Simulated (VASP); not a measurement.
Shape and ions are relaxed at each volume.

Consider the following.

```cif
data_B2Zr
_chemical_formula_sum 'Zr1 B2'
_space_group_name_H-M_alt 'P6/mmm'
_space_group_IT_number 191
_space_group_name_Hall '-P 6 2'
_cell_length_a 3.14566
_cell_length_b 3.14566
_cell_length_c 3.51098
_cell_angle_alpha 90.000
_cell_angle_beta 90.000
_cell_angle_gamma 120.000
loop_
_atom_site_label
_atom_site_type_symbol
_atom_site_symmetry_multiplicity
_atom_site_Wyckoff_symbol
_atom_site_fract_x
_atom_site_fract_y
_atom_site_fract_z
_atom_site_occupancy
Zr1 Zr 1 a 0.00000 0.00000 0.00000 1
B1 B 2 d 0.33333 0.66667 0.50000 1
```

These are PBE GGA with D3 dispersion (Becke-Johnson damping), VASP's PBE PAW potentials (set 64) (plane waves; VASP) values and carry that method's errors. Settings: 520 eV cut-off, 11×11×9 Γ-centred mesh, first-order Methfessel-Paxton smearing of 0.10 eV, potentials Zr_sv B.

Problem. Give the energy at these volumes per atom, relative to the lowest: 9.43, 9.73, 10.03, 10.33, 10.63 Å³.

Solution. 31.2, 7.4, 0.0, 6.7, 25.6 meV/atom. A third-order Birch-Murnaghan fit gives B0 = 250 GPa and B0′ = 3.9.

The compound is ZrB2 in the AlB2 type structure. It was relaxed first.
